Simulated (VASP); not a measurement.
Consider the following.

```
AlGaSb2
1.0
    2.15391     1.24356     7.02005
   -2.15391     1.24356     7.02005
    0.00000    -2.48713     7.02005
Al Ga Sb
1 1 2
Cartesian
  0.00000   0.00000  21.05579
  0.00000   0.00000  10.53015
  0.00000   0.00000   2.64548
  0.00000   0.00000  13.15428
```

The numbers are results of LDA (Ceperley-Alder, Perdew-Zunger), VASP's LDA PAW potentials (set 64) (plane waves; VASP 6.6.1), not measurements. Run with 400 eV cut-off, 7×7×7 Γ-centred mesh, tetrahedra with Blöchl corrections, potentials Al Ga_d Sb.

### Question
The job: AlGaSb2 (space group R3m), 4 atoms, LDA, static run, 400 eV, 7×7×7 Γ-centred mesh. Roughly how much core time does it take on a busy server core?

### Answer
About 2 core-minutes (one run on a shared machine, a rough figure). It had 44 irreducible k-points, 17 bands, up to 2064 plane waves and 13 electronic steps.

The structure comes from a computed database's AlGaSb2 entry (R3m); how it stands against other phases isn't given here. It was relaxed first.
